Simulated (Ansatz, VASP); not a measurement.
## Ru (Ruthenium) in two plane-wave programs

Wanted: the spread between two codes on one cell, functional and k mesh. The cell is taken from a series of runs on this material, whose earlier steps may have relaxed, scaled, displaced or heated it; both programs get it as it stands.

Main program and level: Ansatz 0.2.0; plane waves, with VASP 6.6.1 beside it; zone-centre phonons at PBEsol.

### Step 1. Set-up

The structure is hexagonal, space group P6_3/mmc (No. 194). The conventional cell has a = 2.672 Å, b = 2.672 Å, c = 4.223 Å, α = 90.00°, β = 90.00°, γ = 120.00°. Nearest to Ru lie 12 Ru at 2.61 to 2.67 Å.

### Step 2. VASP: zone-centre phonons, PBEsol

Second derivatives magnify differences that forces hide, and they need a tight electronic threshold.

Lines of VASP's logs that name or quote its potential files are left out, and so is its time.

Input file INCAR:

```
SYSTEM = Ru
PREC = Accurate
ENCUT = 500
EDIFF = 1E-08
NELM = 120
ISMEAR = 1
SIGMA = 0.2
LREAL = .FALSE.
ALGO = Normal
GGA = PS
NBANDS = 20
LASPH = .TRUE.
LORBIT = 11
LWAVE = .FALSE.
LCHARG = .FALSE.
ISIF = 2
IBRION = 8
GGA_COMPAT = .FALSE.
KPAR = 2
```

Input file POSCAR:

```
Ru
1.0
    2.6716707642      0.0000000000      0.0000000000
   -1.3358353821      2.3137347523      0.0000000000
    0.0000000000      0.0000000000      4.2232120434
Ru
2
Direct
    0.3333333334      0.6666666668      0.2500000000
    0.6666666668      0.3333333334      0.7500000000
```

Input file KPOINTS:

```
Automatic mesh
0
Gamma
18 18 12
0 0 0
```

PAW data sets: Ru_pv (PBE family, release 64).

On the command line:

```
$ mpirun -np 2 vasp_std
```

Numbers of over 12 decimals in the logs are rounded to 6 here.

The program printed:

```text
[banner, memory and clock lines left out]
running    2 mpi-ranks, on    1 nodes
 distrk:  each k-point on    1 cores,    2 groups
 distr:  one band on    1 cores,    1 groups

 POSCAR found type information on POSCAR Ru
 POSCAR found :  1 types and       2 ions
|                                                                             |
|               ----> ADVICE to this user running VASP <----                  |
|                                                                             |
|     You enforced a specific xc type in the INCAR file but a different       |
|     [... a line on the potential file left out ...]
|     I HOPE YOU KNOW WHAT YOU ARE DOING!                                     |
|                                                                             |

 LDA part: xc-table for (Slater+PW92), standard interpolation
 POSCAR, INCAR and KPOINTS ok, starting setup
 FFT: planning ... GRIDC
 FFT: planning ... GRID_SOFT
 FFT: planning ... GRID
 WAVECAR not read
 entering main loop
       N       E                     dE             d eps       ncg     rms          rms(c)
DAV:   1     0.282408483548E+03    0.28241E+03   -0.17409E+04 10376   0.153E+03
DAV:   2    -0.159767380787E+02   -0.29839E+03   -0.28991E+03 10648   0.457E+02
DAV:   3    -0.218443757220E+02   -0.58676E+01   -0.58194E+01 11904   0.718E+01
DAV:   4    -0.218898358805E+02   -0.45460E-01   -0.45411E-01 13176   0.597E+00
DAV:   5    -0.218905389722E+02   -0.70309E-03   -0.70168E-03 11760   0.633E-01    0.212E+01
DAV:   6    -0.204344087655E+02    0.14561E+01   -0.32881E+00 12144   0.183E+01    0.583E+00
DAV:   7    -0.203406180901E+02    0.93791E-01   -0.66759E-01 11876   0.602E+00    0.103E+00
DAV:   8    -0.203319439264E+02    0.86742E-02   -0.24106E-02 11720   0.128E+00    0.456E-01
DAV:   9    -0.203303040225E+02    0.16399E-02   -0.27140E-03 11816   0.589E-01    0.462E-02
DAV:  10    -0.203302875796E+02    0.16443E-04   -0.19149E-04 11684   0.142E-01    0.264E-02
DAV:  11    -0.203302891327E+02   -0.15531E-05   -0.48187E-06 11968   0.213E-02    0.200E-03
DAV:  12    -0.203302890785E+02    0.54275E-07   -0.41267E-07 11636   0.595E-03    0.141E-03
DAV:  13    -0.203302890899E+02   -0.11430E-07   -0.58031E-09  7696   0.824E-04    0.451E-04
DAV:  14    -0.203302890973E+02   -0.73946E-08   -0.73478E-10  7164   0.251E-04
   1 F= -.20330289E+02 E0= -.20330473E+02  d E =0.552924E-03
 Linear response reoptimize wavefunctions to high precision
DAV:   1    -0.203302890940E+02    0.33301E-08   -0.34310E-10  6864   0.201E-04
DAV:   2    -0.203302890939E+02    0.63665E-11   -0.17252E-11  6744   0.445E-05
 Linear response DOF=           2
 Linear response progress:
  Degree of freedom:   1/  2
       N       E                     dE             d eps       ncg     rms          rms(c)
RMM:   1    -0.513905799144E+00   -0.51391E+00    0.28810E+00 46364   0.594E+01
RMM:   2    -0.614892721917E+00   -0.10099E+00   -0.11336E-01 63627   0.285E+00    0.152E-01
RMM:   3    -0.613402035055E+00    0.14907E-02   -0.34786E-03 73648   0.497E-01    0.682E-02
RMM:   4    -0.611997162102E+00    0.14049E-02   -0.50363E-04 73808   0.179E-01    0.259E-02
RMM:   5    -0.611783047480E+00    0.21411E-03   -0.44675E-05 88092   0.450E-02    0.101E-02
RMM:   6    -0.611681473795E+00    0.10157E-03   -0.52469E-05 78076   0.125E-02    0.520E-03
RMM:   7    -0.611676944863E+00    0.45289E-05   -0.41216E-05 77794   0.692E-03    0.729E-04
RMM:   8    -0.611697366951E+00   -0.20422E-04   -0.23453E-05 94563   0.238E-03    0.320E-04
RMM:   9    -0.611704524965E+00   -0.71580E-05   -0.13771E-05 87605   0.100E-03    0.672E-05
RMM:  10    -0.611705277330E+00   -0.75237E-06   -0.81360E-06100793   0.537E-04    0.188E-05
RMM:  11    -0.611705586069E+00   -0.30874E-06   -0.43575E-06 86768   0.332E-04    0.839E-06
RMM:  12    -0.611705549757E+00    0.36312E-07   -0.25719E-06 94397   0.239E-04    0.350E-06
RMM:  13    -0.611705507462E+00    0.42296E-07   -0.14887E-06100968   0.187E-04    0.168E-06
RMM:  14    -0.611705574770E+00   -0.67308E-07   -0.94794E-07 88803   0.163E-04    0.429E-07
RMM:  15    -0.611705575809E+00   -0.10390E-08   -0.66398E-07 86184   0.145E-04    0.604E-07
RMM:  16    -0.611705576165E+00   -0.35668E-09   -0.41268E-07 75442   0.136E-04    0.600E-07
RMM:  17    -0.611705568051E+00    0.81143E-08   -0.27304E-07 66568   0.131E-04    0.102E-06
RMM:  18    -0.611705583157E+00   -0.15106E-07   -0.21392E-07 80659   0.128E-04    0.534E-07
RMM:  19    -0.611705586925E+00   -0.37686E-08   -0.16816E-07 69575   0.126E-04    0.482E-07
RMM:  20    -0.611705589769E+00   -0.28436E-08   -0.14376E-07 67563   0.125E-04    0.452E-07
RMM:  21    -0.611705589141E+00    0.62765E-09   -0.12467E-07 63846   0.124E-04    0.504E-07
 first order change of Fermi-energy  -0.15945E-05
 force on displaced ion       1 direction 1 :  -8.483   0.001   0.000
 Linear response progress:
  Degree of freedom:   2/  2
       N       E                     dE             d eps       ncg     rms          rms(c)
RMM:   1    -0.631346651014E+00   -0.63135E+00    0.34114E+00 15985   0.602E+01
RMM:   2    -0.744866007339E+00   -0.11352E+00   -0.12840E-01 22062   0.299E+00    0.151E-01
RMM:   3    -0.744632117662E+00    0.23389E-03   -0.21516E-03 25560   0.466E-01    0.761E-02
RMM:   4    -0.743869275597E+00    0.76284E-03   -0.45197E-04 25061   0.172E-01    0.229E-02
RMM:   5    -0.743714554006E+00    0.15472E-03    0.65542E-05 29715   0.536E-02    0.144E-02
RMM:   6    -0.743633369587E+00    0.81184E-04    0.11787E-05 26594   0.167E-02    0.966E-03
RMM:   7    -0.743594202017E+00    0.39168E-04    0.14521E-05 25458   0.102E-02    0.248E-03
RMM:   8    -0.743586109585E+00    0.80924E-05    0.32148E-05 29724   0.398E-03    0.699E-04
RMM:   9    -0.743594770296E+00   -0.86607E-05    0.79712E-06 28255   0.170E-03    0.994E-05
RMM:  10    -0.743594304280E+00    0.46602E-06    0.14489E-05 28454   0.748E-04    0.436E-05
RMM:  11    -0.743596189444E+00   -0.18852E-05    0.35673E-06 31899   0.417E-04    0.122E-05
RMM:  12    -0.743596328686E+00   -0.13924E-06    0.35519E-06 29601   0.282E-04    0.371E-06
RMM:  13    -0.743596444936E+00   -0.11625E-06    0.20231E-06 33847   0.210E-04    0.168E-06
RMM:  14    -0.743596554700E+00   -0.10976E-06    0.10208E-06 32408   0.174E-04    0.140E-06
RMM:  15    -0.743596569306E+00   -0.14606E-07    0.88064E-07 30375   0.158E-04    0.140E-06
RMM:  16    -0.743596632456E+00   -0.63150E-07    0.16369E-07 28393   0.145E-04    0.533E-07
RMM:  17    -0.743596621957E+00    0.10499E-07    0.31157E-07 28339   0.136E-04    0.355E-07
RMM:  18    -0.743596661742E+00   -0.39784E-07   -0.61473E-08 25920   0.132E-04    0.331E-07
RMM:  19    -0.743596648153E+00    0.13589E-07    0.87988E-08 22618   0.129E-04    0.378E-07
RMM:  20    -0.743596664741E+00   -0.16588E-07   -0.97981E-08 20954   0.127E-04    0.461E-07
RMM:  21    -0.743596656672E+00    0.80689E-08   -0.15532E-08 21411   0.126E-04    0.482E-07
 first order change of Fermi-energy   0.95892E-04
 force on displaced ion       1 direction 3 :   0.000  -0.000 -15.226
 Linear response finished
```

Parts of OUTCAR (step 2):

```text
ion  position               nearest neighbor table
   1  0.333  0.667  0.250-   2 2.61   2 2.61   2 2.61   2 2.61   2 2.61   2 2.61
   2  0.667  0.333  0.750-   1 2.61   1 2.61   1 2.61   1 2.61   1 2.61   1 2.61

  LATTYP: Found a hexagonal cell.
 ALAT       =     2.6716707642
 C/A-ratio  =     1.5807382032

 Subroutine GETGRP returns: Found 24 space group operations
 (whereof 12 operations were pure point group operations)

The static configuration has the point symmetry D_3d.
 The point group associated with its full space group is D_6h.

 Found    259 irreducible k-points:

   k-points           NKPTS =    259   k-points in BZ     NKDIM =    259   number of bands    NBANDS=     20

   dimension x,y,z NGX =    20 NGY =   20 NGZ =   32
   dimension x,y,z NGXF=    40 NGYF=   40 NGZF=   64

   ENCUT  =  500.0 eV  36.75 Ry    6.06 a.u.   4.87  4.87  7.70*2*pi/ulx,y,z

   NELECT =      28.0000    total number of electrons

 k-points in reciprocal lattice and weights: Automatic mesh
   0.00000000  0.00000000  0.00000000       0.000
   0.05555556  0.00000000  0.00000000       0.002
   0.11111111  0.00000000  0.00000000       0.002
   0.16666667  0.00000000  0.00000000       0.002
   0.22222222  0.00000000  0.00000000       0.002
   0.27777778  0.00000000  0.00000000       0.002
   0.33333333  0.00000000  0.00000000       0.002
   0.38888889 -0.00000000  0.00000000       0.002
   0.44444444  0.00000000  0.00000000       0.002
[...]
0.33333333  0.27777778  0.50000000       0.003
   0.33333333  0.33333333  0.50000000       0.001

 average (electrostatic) potential at core
       1 -66.4412       2 -66.4412

  Total        1.1901830      1.1901830      1.1903038      0.0000000      0.0000000      0.0000000
  in kB       73.0440663     73.0440663     73.0514796      0.0000000      0.0000000      0.0000000
  external PRESSURE =      73.0465374 kB  Pullay stress =       0.0000000 kB

  energy-cutoff  :      500.00
  volume of cell :       26.11
      direct lattice vectors                 reciprocal lattice vectors
     2.671670764  0.000000000  0.000000000     0.374297617  0.216100830  0.000000000
    -1.335835382  2.313734752  0.000000000     0.000000000  0.432201660  0.000000000
     0.000000000  0.000000000  4.223212043     0.000000000  0.000000000  0.236786595

 POSITION                                       TOTAL-FORCE (eV/Angst)
 -----------------------------------------------------------------------------------
      0.00000      1.54249      1.05580         0.000000      0.000000     -0.000000
      1.33584      0.77124      3.16741        -0.000000     -0.000000      0.000000
 -----------------------------------------------------------------------------------
    total drift:                               -0.000000     -0.000000      0.000000

 Eigenvectors and eigenvalues of the dynamical matrix
 ----------------------------------------------------

   1 f  =    8.581227 THz    53.917437 2PiTHz  286.238908 cm-1    35.489086 meV
             X         Y         Z           dx          dy          dz
      0.000000  1.542490  1.055803     0.000000    0.000000   -0.707107
      1.335835  0.771245  3.167409    -0.000000    0.000000    0.707107

   2 f  =    6.405044 THz    40.244077 2PiTHz  213.649262 cm-1    26.489121 meV
             X         Y         Z           dx          dy          dz
      0.000000  1.542490  1.055803     0.707107   -0.000000    0.000000
      1.335835  0.771245  3.167409    -0.707107    0.000000    0.000000

   3 f  =    6.405044 THz    40.244077 2PiTHz  213.649262 cm-1    26.489121 meV
             X         Y         Z           dx          dy          dz
      0.000000  1.542490  1.055803    -0.000000    0.707107    0.000000
      1.335835  0.771245  3.167409    -0.000000   -0.707107    0.000000

   4 f  =    0.000000 THz     0.000000 2PiTHz    0.000001 cm-1     0.000000 meV
             X         Y         Z           dx          dy          dz
      0.000000  1.542490  1.055803    -0.000000   -0.707107    0.000000
      1.335835  0.771245  3.167409    -0.000000   -0.707107    0.000000

   5 f  =    0.000000 THz     0.000000 2PiTHz    0.000000 cm-1     0.000000 meV
             X         Y         Z           dx          dy          dz
      0.000000  1.542490  1.055803    -0.000000    0.000000    0.707107
      1.335835  0.771245  3.167409     0.000000    0.000000    0.707107

   6 f/i=    0.000000 THz     0.000000 2PiTHz    0.000002 cm-1     0.000000 meV
             X         Y         Z           dx          dy          dz
      0.000000  1.542490  1.055803     0.707107   -0.000000   -0.000000
      1.335835  0.771245  3.167409     0.707107   -0.000000    0.000000

 ELASTIC MODULI CONTR FROM IONIC RELAXATION (kBar)
 Direction    XX          YY          ZZ          XY          YZ          ZX
 --------------------------------------------------------------------------------
 XX         -79.4483     79.4483      0.0000      0.0000     -0.0000      0.0000
 YY          79.4483    -79.4483      0.0000      0.0000      0.0000      0.0000
 ZZ           0.0000      0.0000      0.0000      0.0000      0.0000      0.0000
 XY           0.0000      0.0000      0.0000    -79.4483     -0.0000      0.0000
 YZ          -0.0000      0.0000      0.0000     -0.0000     -0.0000      0.0000
 ZX           0.0000      0.0000      0.0000      0.0000      0.0000      0.0000
 --------------------------------------------------------------------------------
```

(Continued in part 2 of 2.)

[Lines on the potential files, build, host, timing and source positions are cut from VASP's logs without a mark.]

[Logs are printed without paths, hosts, clocks, repeated set-up lines and the standing remarks that a program may print on its own settings, such as how far it seeks lower states.]

[Hosts, paths, dates, database ids (printed as entryN), source tags and the programs' standing remarks are cut or masked in the printed files.]
